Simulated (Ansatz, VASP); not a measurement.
# Cross-check of Cu4SeS between VASP and Ansatz, part 2 of 3

Aim: how closely do two programs agree when they are given the same cell, functional and k mesh? The cell is invented: As first built, before any earlier steps moved the atoms (in the runner's words): it takes the Cu2Se structure with some of its atoms replaced by other elements, volume scaled by an estimate. It may not be a known or stable phase. The cell is taken from a series of VASP runs on this material, whose earlier steps may have relaxed, scaled or displaced it; both programs get it as it stands.

VASP 6.6.1 and Ansatz 0.2.0.

So far: The structure; Ansatz: relaxation of cell and atoms, PBE with D4.

## 3. VASP: relaxation of cell and atoms, PBE with D4

Level of this step: PBE with D4, no spin polarisation; plane waves and PAW (Se, Cu, S); invented cell (VASP).

The same cell, functional, mesh and smearing now go to VASP, with its own data sets and cutoff.

Lines of VASP's logs that name or quote its potential files are left out, and so is its time.

Contents of INCAR:

```
SYSTEM = Cu4SeS
PREC = Accurate
ENCUT = 400
EDIFF = 1E-06
NELM = 100
ISMEAR = 0
SIGMA = 0.05
LREAL = .FALSE.
ALGO = Normal
GGA = PE
IVDW = 13
NBANDS = 34
LASPH = .TRUE.
LORBIT = 11
LWAVE = .FALSE.
LCHARG = .FALSE.
KPAR = 2
IBRION = 2
NSW = 60
ISIF = 3
EDIFFG = -0.01
```

Contents of POSCAR:

```
Cu4SeS
1.0
    3.6558994800     -1.9280378700      0.0000000000
    3.6558994800      1.9280378700      0.0000000000
   -3.4538028000      0.0000000000      6.5798478300
Se Cu S
1 4 1
Direct
    0.4844462240      0.5155537760      0.5000000000
    0.9902439260      0.7529940510      0.6691531290
    0.4580624410      0.2241264360      0.1366140640
    0.2470059490      0.0097560750      0.3308468710
    0.7758735640      0.5419375590      0.8633859360
    0.9336199910      0.0663800090      0.0000000000
```

Contents of KPOINTS:

```
Automatic mesh
0
Gamma
7 7 4
0 0 0
```

The projector-augmented-wave data sets are Se, Cu and S (PBE family, release 64).

The run is started by

```console
$ mpirun -np 2 vasp_std
```

Numbers of over 12 decimals in the logs are rounded to 6 here.

The log of the run:

```text
[banner, memory and clock lines left out]
running    2 mpi-ranks, on    1 nodes
 distrk:  each k-point on    1 cores,    2 groups
 distr:  one band on    1 cores,    1 groups

 POSCAR found type information on POSCAR SeCuS
 POSCAR found :  3 types and       6 ions
 LDA part: xc-table for (Slater+PW92), standard interpolation
 POSCAR, INCAR and KPOINTS ok, starting setup
 FFT: planning ... GRIDC
 FFT: planning ... GRID_SOFT
 FFT: planning ... GRID
 WAVECAR not read
 entering main loop
       N       E                     dE             d eps       ncg     rms          rms(c)
DAV:   1     0.438594678672E+03    0.43859E+03   -0.21002E+04  4080   0.196E+03
DAV:   2     0.232651673983E+02   -0.41533E+03   -0.40595E+03  4084   0.401E+02
DAV:   3    -0.233563919187E+02   -0.46622E+02   -0.45329E+02  5352   0.171E+02
DAV:   4    -0.257293388299E+02   -0.23729E+01   -0.23504E+01  6410   0.411E+01
DAV:   5    -0.257605674175E+02   -0.31229E-01   -0.31194E-01  6430   0.583E+00    0.173E+01
DAV:   6    -0.249645763762E+02    0.79599E+00   -0.51211E+01  5372   0.132E+02    0.114E+01
DAV:   7    -0.227127907571E+02    0.22518E+01   -0.12015E+01  4802   0.774E+01    0.419E+00
DAV:   8    -0.228220967900E+02   -0.10931E+00   -0.19438E+00  5916   0.312E+01    0.253E+00
DAV:   9    -0.227725375027E+02    0.49559E-01   -0.51887E-01  5282   0.298E+01    0.134E+00
DAV:  10    -0.227453740997E+02    0.27163E-01   -0.13380E-01  6284   0.117E+01    0.381E-01
DAV:  11    -0.227464132875E+02   -0.10392E-02   -0.35121E-02  6744   0.348E+00    0.100E-01
DAV:  12    -0.227469088767E+02   -0.49559E-03   -0.57043E-03  4996   0.162E+00    0.748E-02
DAV:  13    -0.227468900978E+02    0.18779E-04   -0.60730E-04  5086   0.107E+00    0.516E-02
DAV:  14    -0.227468918440E+02   -0.17462E-05   -0.13606E-04  6200   0.161E-01    0.323E-02
DAV:  15    -0.227468813913E+02    0.10453E-04   -0.22337E-05  7600   0.169E-01    0.146E-02
DAV:  16    -0.227468791271E+02    0.22642E-05   -0.17170E-05  6158   0.719E-02    0.603E-03
DAV:  17    -0.227468789867E+02    0.14033E-06   -0.21475E-06  2544   0.301E-02
   1 F= -.25494546E+02 E0= -.25494546E+02  d E =-.254945E+02
[... from here on, the cycles between the ionic steps are left out ...]
   2 F= -.25494812E+02 E0= -.25494812E+02  d E =-.265787E-03
   3 F= -.25494848E+02 E0= -.25494848E+02  d E =-.301558E-03
  19 F= -.25497172E+02 E0= -.25497172E+02  d E =-.709356E-03
  20 F= -.25497341E+02 E0= -.25497341E+02  d E =-.169097E-03
  21 F= -.25497341E+02 E0= -.25497341E+02  d E =-.169067E-03
  22 F= -.25497323E+02 E0= -.25497323E+02  d E =-.150789E-03
  23 F= -.25497336E+02 E0= -.25497336E+02  d E =-.164095E-03
  24 F= -.25497339E+02 E0= -.25497339E+02  d E =-.166914E-03
  25 F= -.25497340E+02 E0= -.25497340E+02  d E =-.167857E-03
  26 F= -.25497340E+02 E0= -.25497340E+02  d E =-.168167E-03
  27 F= -.25497412E+02 E0= -.25497412E+02  d E =-.714257E-04
  28 F= -.25497446E+02 E0= -.25497446E+02  d E =-.105874E-03
  29 F= -.25497489E+02 E0= -.25497489E+02  d E =-.430808E-04
 trial-energy change:   -0.000043  1 .order   -0.000047   -0.000075   -0.000019
 step:   1.9493(harm=  1.9493)  dis= 0.00179  next Energy=   -25.497497 (dE=-0.504E-04)
 bond charge predicted
       N       E                     dE             d eps       ncg     rms          rms(c)
DAV:   1    -0.227505488714E+02   -0.22523E-03   -0.66575E-03  4252   0.497E-01    0.241E-02
DAV:   2    -0.227505596017E+02   -0.10730E-04   -0.22089E-04  6508   0.174E-01    0.101E-02
DAV:   3    -0.227505579325E+02    0.16692E-05   -0.17283E-05  5464   0.807E-02    0.646E-03
DAV:   4    -0.227505574038E+02    0.52865E-06   -0.10864E-06  2258   0.286E-02
  30 F= -.25497493E+02 E0= -.25497493E+02  d E =-.468301E-04
 curvature:  -2.55 expect dE=-0.881E-04 dE for cont linesearch -0.336E-06
 trial: gam= 0.43660 g(F)=  0.901E-05 g(S)=  0.256E-04 ort = 0.422E-05 (trialstep = 0.154E+01)
 search vector abs. value=  0.641E-04
 reached required accuracy - stopping structural energy minimisation
```

OUTCAR, selected parts (step 3):

```text
ion  position               nearest neighbor table
   1  0.484  0.516  0.500-   2 2.36   4 2.36   3 2.45   5 2.45   4 2.46   2 2.46
   2  0.990  0.753  0.669-   6 2.30   1 2.36   1 2.46   5 2.57   5 2.71   5 2.72
   3  0.458  0.224  0.137-   6 2.23   6 2.32   1 2.45   4 2.57   5 2.66   5 2.66   4 2.71   4 2.72

  LATTYP: Found a base centered monoclinic cell.
 ALAT       =     7.3117989600
 B/A-ratio  =     0.5273771559
 C/A-ratio  =     1.0163337576
 COS(beta)  =    -0.4647687769

 Subroutine GETGRP returns: Found  2 space group operations
 (whereof  2 operations were pure point group operations)

The static configuration has the point symmetry C_2 .

 Found     60 irreducible k-points:

   k-points           NKPTS =     60   k-points in BZ     NKDIM =     60   number of bands    NBANDS=     34

   dimension x,y,z NGX =    28 NGY =   28 NGZ =   48
   dimension x,y,z NGXF=    56 NGYF=   56 NGZF=   96

   ENCUT  =  400.0 eV  29.40 Ry    5.42 a.u.   6.74  6.74 12.12*2*pi/ulx,y,z

   NELECT =      56.0000    total number of electrons

 k-points in reciprocal lattice and weights: Automatic mesh
   0.00000000  0.00000000  0.00000000       0.005
   0.14285714  0.00000000 -0.00000000       0.020
   0.28571429  0.00000000 -0.00000000       0.020
   0.42857143 -0.00000000 -0.00000000       0.020
   0.14285714  0.14285714 -0.00000000       0.010
   0.28571429  0.14285714 -0.00000000       0.020
   0.42857143  0.14285714 -0.00000000       0.020
  -0.42857143  0.14285714  0.00000000       0.020
  -0.28571429  0.14285714  0.00000000       0.020
[...]
0.42857143  0.42857143  0.50000000       0.010
  -0.42857143  0.42857143  0.50000000       0.010

 average (electrostatic) potential at core
       1 -52.7635       2 -64.8107       3 -65.0668       4 -64.8107       5 -65.0668
       6 -86.4991

 E-fermi :   6.7516

 k-point     1 :       0.0000    0.0000    0.0000
  band No.  band energies     occupation
    ...
     24       4.9912      2.00000
     25       5.1261      2.00000
     26       5.7533      2.00000
     27       5.9320      2.00000
     28       6.2742      2.00000
     29       6.9006      0.00003
     30       7.6014      0.00000
     31      10.2088      0.00000
     32      11.2165      0.00000
     33      11.4625      0.00000
    ...

 k-point     2 :       0.1429    0.0000   -0.0000
  band No.  band energies     occupation
    ...
     24       4.7841      2.00000
     25       4.8444      2.00000
     26       5.4208      2.00000
     27       5.7994      2.00000
     28       6.2870      2.00000
     29       7.2663      0.00000
     30       8.3223      0.00000
     31       9.8786      0.00000
     32      10.4221      0.00000
     33      10.9359      0.00000
    ...

 k-point     3 :       0.2857    0.0000   -0.0000
  band No.  band energies     occupation
    ...
     24       4.4122      2.00000
     25       4.5778      2.00000
     26       5.1740      2.00000
     27       5.4372      2.00000
     28       5.8729      2.00000
     29       7.9830      0.00000
     30       8.4399      0.00000
     31       9.1765      0.00000
     32      10.5142      0.00000
     33      11.0938      0.00000
    ...

  DFT-D4 for vdW energy calculation

  Edisp (eV):   -2.74694

  Total      -0.04581    -0.02161     0.01936     0.00000     0.00000    -0.01095
  in kB      -0.79124    -0.37323     0.33439     0.00000     0.00000    -0.18917
  external pressure =       -0.28 kB  Pullay stress =        0.00 kB

  energy-cutoff  :      400.00
  volume of cell :       92.76
      direct lattice vectors                 reciprocal lattice vectors
     3.649135771 -1.934703643  0.015390199     0.136717917 -0.258437514  0.071328477
     3.649135771  1.934703643  0.015390199     0.136717917  0.258437514  0.071328477
    -3.419750515  0.000000000  6.554761637    -0.000642011  0.000000000  0.152225899

 POSITION                                       TOTAL-FORCE (eV/Angst)
 -----------------------------------------------------------------------------------
      1.93926      0.00812      3.29277        -0.000000     -0.006162     -0.000000
      4.09639     -0.46894      4.41299        -0.001286      0.000565      0.001477
      2.01244     -0.42399      0.88651         0.002811     -0.001005     -0.006043
     -0.21787     -0.46894      2.17255         0.001286      0.000565     -0.001477
      1.86608     -0.42399      5.69904        -0.002811     -0.001005      0.006043
      3.64914     -1.66312      0.01539         0.000000      0.007041      0.000000
 -----------------------------------------------------------------------------------
    total drift:                               -0.000001     -0.000204     -0.000000

  FREE ENERGIE OF THE ION-ELECTRON SYSTEM (eV)
  ---------------------------------------------------
  free  energy   TOTEN  =       -25.4974930138 eV

  energy  without entropy=      -25.4974929728  energy(sigma->0) =      -25.49749299

 reached required accuracy - stopping structural energy minimisation

 total charge
# of ion       s       p       d       tot
------------------------------------------
    1        1.437   2.376   0.085   3.897
    2        0.377   0.319   9.273   9.969
    3        0.389   0.358   9.264  10.011
    4        0.377   0.319   9.273   9.969
    5        0.389   0.358   9.264  10.011
    6        1.307   2.385   0.000   3.692
--------------------------------------------------
tot          4.274   6.116  37.158  47.548

[... 3 further parts left out ...]
```

CONTCAR:

```
Cu4SeS
   1.00000000000000
     3.6491357707163776   -1.9347036426251021    0.0153901992086079
     3.6491357707163776    1.9347036426251021    0.0153901992086079
    -3.4197505146389235    0.0000000000000000    6.5547616365049111
  Se              Cu              S
     1     4     1
Direct
     0.4979007058902283    0.5020992941097713    0.5000000000000000
     0.9960156287935314    0.7536296852667209    0.6691419501505845
     0.4479453781083316    0.2287934130857138    0.1336572850414202
     0.2463703147332793    0.0039843722064651    0.3308580498494151
     0.7712065869142862    0.5520546218916687    0.8663427149585796
     0.9298134805603464    0.0701865194396536    0.0000000000000000
```

This run has no spin polarisation, so a moment on Cu, if there is one, isn't seen. The run keeps the 2 symmetry operations of its start, so it cannot find a distortion of lower symmetry.

## 4. Differences

Known differences besides the potentials themselves: both relaxations stop at a tolerance, which leaves soft axes loose, and VASP keeps its plane-wave basis; the data sets hold 98 valence electrons in Ansatz (default PAW (the set named soft_2) files) and 56 in VASP; the cutoff is 420 eV in Ansatz and 400 eV in VASP; Ansatz adds a Pulay correction to the stress that steers its cell, VASP none. Total energies have different zeros and are not compared.

The two programs side by side:

```
                                         quantity  Ansatz   VASP  difference
                                      volume (Å³)   93.18  92.76     +0.46 %
edge a after relaxation, in the typed setting (Å)   4.133  4.130     +0.07 %
edge c after relaxation, in the typed setting (Å)   7.392  7.393     -0.01 %
```

The walks stopped with 0.01 GPa left in Ansatz and -0.03 GPa in VASP; each walk ends within a tolerance, so the volume difference is uncertain by about these residues over the bulk modulus, most in soft cells.

## 5. VASP: single point, PBE with D4

With cell and atoms fixed, the geometry can't cause a difference; cores, projectors, grids and the points listed under the comparison can.

Changes to INCAR since step 3:

```diff
@@ -15,7 +15,5 @@
 LWAVE = .FALSE.
-LCHARG = .FALSE.
-KPAR = 2
-IBRION = 2
-NSW = 60
-ISIF = 3
-EDIFFG = -0.01
+LCHARG = .TRUE.
+ISIF = 2
+LELF = .TRUE.
+LVHAR = .TRUE.
```

Contents of POSCAR:

```
Cu4SeS
1.0
    3.6491357707     -1.9347036426      0.0153901992
    3.6491357707      1.9347036426      0.0153901992
   -3.4197505146      0.0000000000      6.5547616365
Se Cu S
1 4 1
Direct
    0.4979007059      0.5020992941      0.5000000000
    0.9960156288      0.7536296853      0.6691419502
    0.4479453781      0.2287934131      0.1336572850
    0.2463703147      0.0039843722      0.3308580498
    0.7712065869      0.5520546219      0.8663427150
    0.9298134806      0.0701865194      0.0000000000
```

KPOINTS is that of step 3.

The run is started by

```console
$ mpirun -np 2 vasp_std
```

The log of the run:

```text
[banner, memory and clock lines left out]
running    2 mpi-ranks, on    1 nodes
[...]
LDA part: xc-table for (Slater+PW92), standard interpolation
 POSCAR, INCAR and KPOINTS ok, starting setup
[...]
entering main loop
       N       E                     dE             d eps       ncg     rms          rms(c)
DAV:   1     0.437811818645E+03    0.43781E+03   -0.21015E+04  4080   0.196E+03
DAV:   2     0.224933597677E+02   -0.41532E+03   -0.40607E+03  4080   0.400E+02
DAV:   3    -0.234020385513E+02   -0.45895E+02   -0.44642E+02  5344   0.171E+02
DAV:   4    -0.257136410785E+02   -0.23116E+01   -0.22907E+01  6414   0.407E+01
[...]
DAV:  15    -0.227504579510E+02    0.18736E-04   -0.32637E-05  7928   0.199E-01    0.185E-02
DAV:  16    -0.227504547071E+02    0.32439E-05   -0.25053E-05  6296   0.749E-02    0.711E-03
DAV:  17    -0.227504542973E+02    0.40975E-06   -0.20773E-06  2406   0.296E-02
   1 F= -.25497390E+02 E0= -.25497390E+02  d E =-.409592E-07
```

Parts of OUTCAR (step 5):

```text
  Edisp (eV):   -2.74694

  Total       0.02036     0.04957     0.07792     0.00000     0.00000    -0.00948
  in kB       0.35173     0.85617     1.34584     0.00000     0.00000    -0.16374
  external pressure =        0.85 kB  Pullay stress =        0.00 kB

 POSITION                                       TOTAL-FORCE (eV/Angst)
 -----------------------------------------------------------------------------------
      1.93926      0.00812      3.29277        -0.000000     -0.005605      0.000000
      4.09639     -0.46894      4.41299        -0.001172      0.000391      0.001812
      2.01244     -0.42399      0.88651         0.002535     -0.000733     -0.005680
     -0.21787     -0.46894      2.17255         0.001172      0.000391     -0.001812
      1.86608     -0.42399      5.69904        -0.002535     -0.000733      0.005680
      3.64914     -1.66312      0.01539         0.000000      0.006290     -0.000000
 -----------------------------------------------------------------------------------
    total drift:                               -0.000001      0.000933     -0.000000

  FREE ENERGIE OF THE ION-ELECTRON SYSTEM (eV)
  ---------------------------------------------------
  free  energy   TOTEN  =       -25.4973899073 eV

  energy  without entropy=      -25.4973898664  energy(sigma->0) =      -25.49738989

[... 2 parts as in an earlier step ...]

[... 1 further part left out ...]
[key lines of the parts left out:]
E-fermi :   6.7514
```

The run ends at a pressure of 0.09 GPa, with forces up to 0.0063 eV/Å.

## 6. Ansatz: single point, PBE with D4

The same cell, functional, mesh and smearing now go to Ansatz, which takes its cutoff from its data sets.

The cell is taken from a series of VASP runs on this material, whose earlier steps may have relaxed, scaled or displaced it; both programs get it as it stands.

Contents of input.yaml:

```yaml
crystal:
  lattice:
    - [3.6491357707, -1.9347036426, 0.0153901992]
    - [3.6491357707, 1.9347036426, 0.0153901992]
    - [-3.4197505146, 0.0, 6.5547616365]
  atoms:
    - { symbol: Se, position: [0.4979007059, 0.5020992941, 0.5] }
    - { symbol: Cu, position: [0.9960156288, 0.7536296853, 0.6691419502] }
    - { symbol: Cu, position: [0.4479453781, 0.2287934131, 0.133657285] }
    - { symbol: Cu, position: [0.2463703147, 0.0039843722, 0.3308580498] }
    - { symbol: Cu, position: [0.7712065869, 0.5520546219, 0.866342715] }
    - { symbol: S, position: [0.9298134806, 0.0701865194, 0.0] }
hamiltonian:
  xc: pbe
  pseudopotentials: { kind: paw }
  dispersion: d4
kpoints:
  mp_grid: { grid: [7, 7, 4] }
scf:
  occupations: { method: gaussian, width: 0.05 }
  n_extra_bands: 5
output:
  forces: true
  stress: true
  eigenvalues: true
  write_density: true
  write_potential: true
  elf: true
  volumetric_format: npy
```

The run is started by

```console
$ ansatz run input.yaml --threads 4 --pin off --max-ram 9216MiB --backend cpu --events-out ev --progress --plain --runs-dir out
```

The log of the run:

```text
[...]
Crystal: 6 atoms, lattice volume = 92.757 Å³
Basis set: ecut = 420 eV, 1815 PW (Γ), exchange–correlation on 60×60×100 points (8 copies of the dense FFT grid, shifted against one another)
Bands: 54, of which v1, the nominal top of the filled ones, is band 49 counted from 1 (48 counted from 0)
Symmetry: 2 space group operations
[...]
k-points: 60 of 196 (time reversal used)
[...]
k-point 0: bands = [... 45 lower, 11.3039, 11.9173, 12.1095, 12.4368, 13.0801, 13.7537, 16.3409, 17.3622, ... 1 higher]
  k-point 1: bands = [... 45 lower, 11.2384, 11.5476, 12.0217, 12.2839, 13.5312, 13.8191, 16.0084, 17.6117, ... 1 higher]
  k-point 2: bands = [... 45 lower, 11.2241, 11.2653, 12.0273, 12.1494, 13.6798, 13.9704, 16.4065, 16.8010, ... 1 higher]
  k-point 59: bands = [... 45 lower, 10.5984, 10.6458, 11.3361, 11.3635, 15.0540, 15.6771, 16.3648, 16.6636, ... 1 higher]
[key lines of the parts left out:]
SCF converged after 9 iterations
Free energy (F): -32874.736272 eV
Fermi energy:    12.930810 eV
P = ⅓ Tr σ = 0.0892 GPa (0.892 kbar)
```

It took 8.7 s on 4 threads of AMD EPYC 7B13 (Zen 3), shared host; peak memory 0.64 GiB.

The run ends at a pressure of 0.09 GPa, with forces up to 0.016 eV/Å.

## 7. Differences

Both answers:

```
                                        quantity  Ansatz   VASP  difference
                                  pressure (GPa)    0.09   0.09        0.00
pressure without Ansatz's Pulay correction (GPa)    0.01   0.09       -0.07
                          gap on the k mesh (eV)   0.304  0.303      +0.001
```

At this near-relaxed geometry the largest component of a force difference is 21 meV/Å. A gap on the mesh is an upper bound, since the band edges may lie between its points. Ansatz's pressure holds a Pulay correction of 0.08 GPa; VASP's holds none.

(Part 2 of 3 ends here.)

[Lines on the potential files, build, host, timing and source positions are cut from VASP's logs without a mark.]

[Logs are printed without paths, hosts, clocks, repeated set-up lines and the standing remarks that a program may print on its own settings, such as how far it seeks lower states.]

[Hosts, paths, dates, database ids (printed as entryN), source tags and the programs' standing remarks are cut or masked in the printed files.]
